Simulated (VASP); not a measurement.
# Cd3Os (Pm-3m) in VASP: further runs

The runs below take Cd3Os through single point, relaxation of cell and atoms, with PBE.

All numbers are computed with VASP 6.6.1; they aren't measurements. Logs are shortened: lines on timing, memory, paths and dates and some standing lists are left out, and cuts for length are marked.

### 1 The cell of the first run

The structure is cubic, space group Pm-3m (No. 221). Conventional cell: a = 4.192 Å, b = 4.192 Å, c = 4.192 Å, α = 90.00°, β = 90.00°, γ = 90.00°. Around Cd (site symmetry 4/mmm) lie 8 Cd at 2.96 Å and 4 Os at 2.96 Å. Around Os (site symmetry m-3m) lie 12 Cd at 2.96 Å.

The cell was built by a generator and needn't be a form met in nature.

### 2 Single point, PBE (species swapped into the HoPt3 type (Pm-3m, No. 221))

File INCAR:

```
ALGO = Fast ; EDIFF = 1E-6
ENCUT = 520 ; GGA = PE
ISIF = 2 ; ISMEAR = 0
LASPH = T ; LCHARG = F
LREAL = F ; LWAVE = F
NBANDS = 30 ; NELM = 80
PREC = Accurate ; SIGMA = 0.1
```

File KPOINTS:

```
k-points
0
Gamma
  12 12 12
```

File POSCAR:

```
Cd3Os
1.0
    4.1920762355      0.0000000000      0.0000000000
    0.0000000000      4.1920762355      0.0000000000
    0.0000000000      0.0000000000      4.1920762355
Cd Os
3 1
Direct
    0.0000000000      0.5000000000      0.5000000000
    0.5000000000      0.0000000000      0.5000000000
    0.5000000000      0.5000000000      0.0000000000
    0.0000000000      0.0000000000      0.0000000000
```

Potentials or basis: VASP PAW PBE potentials, release 64 (Cd, Os).

The run is started by

```sh
> cat potpaw_PBE.64/Cd/POTCAR potpaw_PBE.64/Os/POTCAR > POTCAR
> mpirun -np 1 vasp_std > vasp.out
```

OUTCAR:

```text
EDIFF = 1E-6
   ENCUT = 520
   GGA = PE
   ISIF = 2
   ISMEAR = 0
   LASPH = T
   LREAL = F
   NELM = 80
   PREC = Accurate

 ion  position               nearest neighbor table
   1  0.000  0.500  0.500-   2 2.96   3 2.96   4 2.96   3 2.96   4 2.96   2 2.96   4 2.96   4 2.96
                             2 2.96   3 2.96   3 2.96   2 2.96
   2  0.500  0.000  0.500-   1 2.96   3 2.96   4 2.96   3 2.96   4 2.96   1 2.96   3 2.96   3 2.96
                             1 2.96   4 2.96   4 2.96   1 2.96
   3  0.500  0.500  0.000-   1 2.96   2 2.96   4 2.96   1 2.96   2 2.96   2 2.96   4 2.96   2 2.96
                             1 2.96   4 2.96   1 2.96   4 2.96
   4  0.000  0.000  0.000-   1 2.96   2 2.96   3 2.96   1 2.96   2 2.96   1 2.96   3 2.96   1 2.96
                             2 2.96   3 2.96   2 2.96   3 2.96

  LATTYP: Found a simple cubic cell.
 ALAT       =     4.1920762355

  Lattice vectors:

 A1 = (   4.1920762355,   0.0000000000,   0.0000000000)
 A2 = (   0.0000000000,   4.1920762355,   0.0000000000)
 A3 = (   0.0000000000,   0.0000000000,   4.1920762355)

Analysis of symmetry for initial positions (statically):
=====================================================================
 Subroutine PRICEL returns:
 Original cell was already a primitive cell.

 Routine SETGRP: Setting up the symmetry group for a
 simple cubic supercell.

 Subroutine GETGRP returns: Found 48 space group operations
 (whereof 48 operations were pure point group operations)
 out of a pool of 48 trial point group operations.

The static configuration has the point symmetry O_h .

Analysis of symmetry for dynamics (positions and initial velocities):
=====================================================================
 Subroutine PRICEL returns:
 Original cell was already a primitive cell.

 Routine SETGRP: Setting up the symmetry group for a
 simple cubic supercell.

 Subroutine GETGRP returns: Found 48 space group operations
 (whereof 48 operations were pure point group operations)
 out of a pool of 48 trial point group operations.

The dynamic configuration has the point symmetry O_h .

 Subroutine INISYM returns: Found 48 space group operations
 (whereof 48 operations are pure point group operations),
 and found     1 'primitive' translations

----------------------------------------------------------------------------------------

                                     Primitive cell

  volume of cell :      73.6695

  direct lattice vectors                    reciprocal lattice vectors
     4.192076236  0.000000000  0.000000000     0.238545280  0.000000000  0.000000000
     0.000000000  4.192076236  0.000000000     0.000000000  0.238545280  0.000000000
     0.000000000  0.000000000  4.192076236     0.000000000  0.000000000  0.238545280

  length of vectors
     4.192076236  4.192076236  4.192076236     0.238545280  0.238545280  0.238545280

  position of ions in fractional coordinates (direct lattice)
     0.000000000  0.500000000  0.500000000
     0.500000000  0.000000000  0.500000000
     0.500000000  0.500000000  0.000000000
     0.000000000  0.000000000  0.000000000

  ion indices of the primitive-cell ions
   primitive index   ion index
                 1           1
                 2           2
                 3           3
                 4           4

----------------------------------------------------------------------------------------

 KPOINTS: k-points

Automatic generation of k-mesh.
 Grid dimensions read from file:
 generate k-points for:   12   12   12

 Generating k-lattice:

  Cartesian coordinates                     Fractional coordinates (reciprocal lattice)
     0.019878773  0.000000000  0.000000000     0.083333333  0.000000000  0.000000000
     0.000000000  0.019878773  0.000000000     0.000000000  0.083333333  0.000000000
     0.000000000  0.000000000  0.019878773     0.000000000  0.000000000  0.083333333

  Length of vectors
     0.019878773  0.019878773  0.019878773

  Shift w.r.t. Gamma in fractional coordinates (k-lattice)
     0.000000000  0.000000000  0.000000000

 Subroutine IBZKPT returns following result:
 ===========================================

 Found     84 irreducible k-points:

 Following reciprocal coordinates:
            Coordinates               Weight
  0.000000  0.000000  0.000000      1.000000
  0.083333  0.000000  0.000000      6.000000
  0.166667  0.000000  0.000000      6.000000
  0.250000  0.000000  0.000000      6.000000
  0.333333  0.000000  0.000000      6.000000
  0.416667  0.000000  0.000000      6.000000
[... 16 lines left out ...]
  0.333333  0.333333  0.000000     12.000000
  0.416667  0.333333  0.000000     24.000000
 [... further k-points ...]
   k-points           NKPTS =     84   k-points in BZ     NKDIM =     84   number of bands    NBANDS=     30
   number of dos      NEDOS =    301   number of ions     NIONS =      4
   total plane-waves  NPLWV =  32768
   dimension x,y,z NGX =    32 NGY =   32 NGZ =   32
   dimension x,y,z NGXF=    64 NGYF=   64 NGZF=   64
   ions per type =               3   1
   NGX,Y,Z   is equivalent  to a cutoff of  12.69, 12.69, 12.69 a.u.
   NGXF,Y,Z  is equivalent  to a cutoff of  25.38, 25.38, 25.38 a.u.
 SYSTEM =  unknown system
   PREC   = accura    normal or accurate (medium, high low for compatibility)
   ISTART =      0    job   : 0-new  1-cont  2-samecut
   ICHARG =      2    charge: 1-file 2-atom 10-const
   ISPIN  =      1    spin polarized calculation?
   LNONCOLLINEAR =      F non collinear calculations
   LSORBIT =      F    spin-orbit coupling
   LASPH  =      T    aspherical Exc in radial PAW
   ENCUT  =  520.0 eV  38.22 Ry    6.18 a.u.   7.79  7.79  7.79*2*pi/ulx,y,z
   NELM   =     80;   NELMIN=  2; NELMDL= -5     # of ELM steps
   EDIFF  = 0.1E-05   stopping-criterion for ELM
   LREAL  =      F    real-space projection
   EDIFFG = 0.1E-04   stopping-criterion for IOM
   NSW    =      0    number of steps for IOM
   IBRION =     -1    ionic relax: 0-MD 1-quasi-New 2-CG
   NFREE  =      0    steps in history (QN), initial steepest desc. (CG)
   ISIF   =      2    stress and relaxation
   ISYM   =      2    0-nonsym 1-usesym 2-fastsym
   POTIM  = 0.5000    time-step for ionic-motion
   TEBEG  =    0.0;   TEEND  =   0.0 temperature during run
   PSTRESS=    0.0 pullay stress
   NELECT =      44.0000    total number of electrons
   NUPDOWN=      -1.0000    fix difference up-down
   EMIN   =  10.00;   EMAX   =-10.00  energy-range for DOS
   EFERMI =   0.00;   METHOD = LEGACY
   ISMEAR =     0;   SIGMA  =   0.10  broadening in eV -4-tet -1-fermi 0-gaus
   EFERMI_NEDOS =   21; number of points for ismear=-14 and -15
   IALGO  =     68    algorithm
   IMIX   =      4    mixing-type and parameters
     AMIX     =   0.40;   BMIX     =  1.00
     AMIX_MAG =   1.60;   BMIX_MAG =  1.00
  volume/ion in A,a.u.               =      18.42       124.29
  Fermi-wavevector in a.u.,A,eV,Ry     =   1.378679  2.605326 25.861359  1.900756
  Thomas-Fermi vector in A             =   2.503719
   LORBIT       =      0    0 simple, 1 ext, 2 COOP (PROOUT), +10 PAW based schemes
   GGA     = PE    functional components
   LHFCALC =     F    Hartree Fock is set to
   AEXX    =    0.0000 exact exchange contribution
   IVDW    =     0    specifies the selected vdW correction
   LEPSILON=     F    determine dielectric tensor
   LRPA    =     F    only Hartree local field effects (RPA)
 non-spin polarized calculation
 RMM-DIIS sequential band-by-band and
 Gauss-broadening in eV      SIGMA  =   0.10
  energy-cutoff  :      520.00
  volume of cell :       73.67
 maximum number of plane-waves:      2008
 NGX is ok and might be reduce to    32
   NGX = 15   NGY = 15   NGZ = 15

 number of electron      44.0000043 magnetization

 Free energy of the ion-electron system (eV)
  ---------------------------------------------------
  ext. energy  EPLUGINS =         0.00000000
  ---------------------------------------------------
  free energy    TOTEN  =       -11.63537016 eV

  energy without entropy =      -11.62448695  energy(sigma->0) =      -11.62992855

 E-fermi :   4.1553     XC(G=0): -12.0383

 val. band max:        4.1498357372   @ k =   0.3333   0.3333   0.1667
 cond. band min:       4.1661065871   @ k =   0.4167   0.4167   0.0000
 fundamental gap:      0.0162708499
 Fermi energy:         4.1553345839

 k-point     1 :       0.0000    0.0000    0.0000
  band No.  band energies     occupation
      1      -6.0176      2.00000
      2      -5.6824      2.00000
      3      -5.6824      2.00000
      4      -5.6824      2.00000
      5      -5.3158      2.00000
      6      -5.3158      2.00000
[... 22 lines left out ...]
     29      12.1411      0.00000
     30      12.1411      0.00000

 k-point     2 :       0.0833    0.0000    0.0000
  band No.  band energies     occupation
      1      -5.9902      2.00000
      2      -5.6729      2.00000
      3      -5.6586      2.00000
      4      -5.6586      2.00000
      5      -5.3030      2.00000
      6      -5.2897      2.00000
[... 22 lines left out ...]
     29      12.1328      0.00000
     30      12.1650      0.00000

 k-point     3 :       0.1667    0.0000    0.0000
  band No.  band energies     occupation
      1      -5.9121      2.00000
      2      -5.6460      2.00000
      3      -5.5878      2.00000
      4      -5.5878      2.00000
      5      -5.2686      2.00000
      6      -5.2146      2.00000
[... 22 lines left out ...]
     29      11.8556      0.00000
     30      12.2131      0.00000

 k-point     4 :       0.2500    0.0000    0.0000
  band No.  band energies     occupation
      1      -5.7948      2.00000
      2      -5.6066      2.00000
      3      -5.4723      2.00000
      4      -5.4723      2.00000
      5      -5.2205      2.00000
      6      -5.0999      2.00000
[... 616 lines left out ...]
     29      13.1218      0.00000
     30      13.7865      0.00000

 k-point    23 :       0.3333    0.3333    0.0000
  band No.  band energies     occupation
      1      -5.4329      2.00000
      2      -5.3461      2.00000
      3      -5.1503      2.00000
      4      -5.1227      2.00000
      5      -4.9949      2.00000
      6      -4.8616      2.00000
[... 22 lines left out ...]
     29      11.9902      0.00000
     30      12.3344      0.00000

 k-point    24 :       0.4167    0.3333    0.0000
  band No.  band energies     occupation
      1      -5.3376      2.00000
      2      -5.2898      2.00000
      3      -5.1046      2.00000
      4      -5.0171      2.00000
      5      -5.0022      2.00000
      6      -4.8875      2.00000
[... 22 lines left out ...]
     29      12.2483      0.00000
     30      12.7147      0.00000

 [... further k-points ...]
[... 5 lines left out ...]
  --------------------------------------------------------------------------------------
  -------------------------------------------------------------------------------------
  Total        0.3463928      0.3463928      0.3463928      0.0000000      0.0000000     -0.0000000
  in kB        7.5334166      7.5334166      7.5334166      0.0000000      0.0000000     -0.0000000
  external PRESSURE =       7.5334166 kB  Pullay stress =       0.0000000 kB

 VOLUME and BASIS-vectors are now :
 -----------------------------------------------------------------------------
  energy-cutoff  :      520.00
  volume of cell :       73.67
      direct lattice vectors                 reciprocal lattice vectors
     4.192076236  0.000000000  0.000000000     0.238545280  0.000000000  0.000000000
     0.000000000  4.192076236  0.000000000     0.000000000  0.238545280  0.000000000
     0.000000000  0.000000000  4.192076236     0.000000000  0.000000000  0.238545280

 POSITION                                       TOTAL-FORCE (eV/Angst)
 -----------------------------------------------------------------------------------
      0.00000      2.09604      2.09604         0.000000      0.000000      0.000000
      2.09604      0.00000      2.09604         0.000000      0.000000      0.000000
      2.09604      2.09604      0.00000         0.000000      0.000000      0.000000
      0.00000      0.00000      0.00000         0.000000      0.000000      0.000000
 -----------------------------------------------------------------------------------
    total drift:                                0.000000     -0.000000     -0.000000

  FREE ENERGIE OF THE ION-ELECTRON SYSTEM (eV)
  ---------------------------------------------------
  free  energy   TOTEN  =       -11.6353701590 eV

  energy  without entropy=      -11.6244869484  energy(sigma->0) =      -11.62992855
```

It took 4 min on 1 thread of Intel Xeon Platinum 8175M at 2.50GHz (Skylake/Cascade Lake), shared host; peak memory 0.29 GiB.

Results:

```
Free energy            : -11.6354 eV
Pressure               : 0.8 GPa
Band gap on the k mesh : none (metal or under the smearing width)
```

Spin-orbit coupling is left out, which matters for the levels of Os.

### 3 Relaxation of cell and atoms, PBE (species swapped into the HoPt3 type (Pm-3m, No. 221))

File INCAR:

```
PREC = Accurate ; ENCUT = 600
EDIFF = 1E-6 ; ISMEAR = 0
SIGMA = 0.1 ; LREAL = False
LASPH = True ; NELM = 80
ALGO = Fast ; ISIF = 3
LWAVE = False ; LCHARG = False
GGA = PE ; IBRION = 2
NSW = 100 ; EDIFFG = -0.01
```

File KPOINTS:

```
Automatic mesh
0
Gamma
  12 12 12
```

File POSCAR:

```
Cd3Os
1.0
    4.1913654951      0.0000000000      0.0000000000
    0.0000000000      4.1913654951      0.0000000000
    0.0000000000      0.0000000000      4.1913654951
Cd Os
3 1
Direct
    0.0000000000      0.5000000000      0.5000000000
    0.5000000000      0.0000000000      0.5000000000
    0.5000000000      0.5000000000      0.0000000000
    0.0000000000      0.0000000000      0.0000000000
```

Potentials or basis: VASP PAW PBE potentials, release 64 (Cd, Os).

The run is started by

```sh
> cat potpaw_PBE.64/Cd/POTCAR potpaw_PBE.64/Os/POTCAR > POTCAR
> mpirun -np 1 vasp_std > vasp.out
```

It took 12 min on 1 thread of Intel Xeon Platinum 8175M at 2.50GHz (Skylake/Cascade Lake), shared host; peak memory 0.35 GiB.

It converged, with:

- Free energy: -11.6357 eV
- Relaxed volume: 18.52 Å³/atom
- Relaxed cell: a = 4.200 Å, b = 4.200 Å, c = 4.200 Å, α = 90.00°, β = 90.00°, γ = 90.00°
- Space group after relaxing (to 0.05 Å): Pm-3m (No. 221)
- Energy gained by relaxing: 0.3 meV/atom
- Ionic steps: 3
- Pressure after relaxing: 0.0 GPa
- Band gap on the k mesh: none (metal or under the smearing width)

Step by step:
| step | energy change (eV) | largest force (eV/Å) | pressure (GPa) | volume (Å³) |
| --- | --- | --- | --- | --- |
| 1 | 0.0000 | 0.0000 | 0.73 | 73.63 |
| 2 | -0.0002 | 0.0000 | -0.62 | 74.52 |
| 3 | -0.0010 | 0.0000 | 0.01 | 74.09 |

Final structure:
```
CELL_PARAMETERS angstrom
4.20010 0.00000 0.00000
0.00000 4.20010 0.00000
0.00000 0.00000 4.20010
ATOMIC_POSITIONS crystal
Cd 0.00000 0.50000 0.50000
Cd 0.50000 0.00000 0.50000
Cd 0.50000 0.50000 0.00000
Os 0.00000 0.00000 0.00000
```

Levels at points of the mesh, in eV from the Fermi level:
| k point | band 19 | band 20 | band 21 | band 22 | band 23 | band 24 | band 25 | band 26 |
| --- | --- | --- | --- | --- | --- | --- | --- | --- |
| (0.00, 0.00, 0.00) | -0.31 | -0.31 | -0.31 | -0.16 | -0.16 | -0.16 | 3.67 | 5.03 |
| (0.50, 0.00, 0.00) | -1.86 | -1.76 | -0.60 | -0.38 | 3.37 | 3.83 | 3.83 | 4.53 |
| (0.50, 0.50, 0.00) | -3.52 | -1.48 | -1.48 | -0.46 | -0.07 | 0.75 | 5.51 | 6.47 |
| (0.50, 0.50, 0.50) | -2.73 | -1.63 | -1.63 | -1.63 | -0.16 | -0.16 | 1.01 | 2.85 |
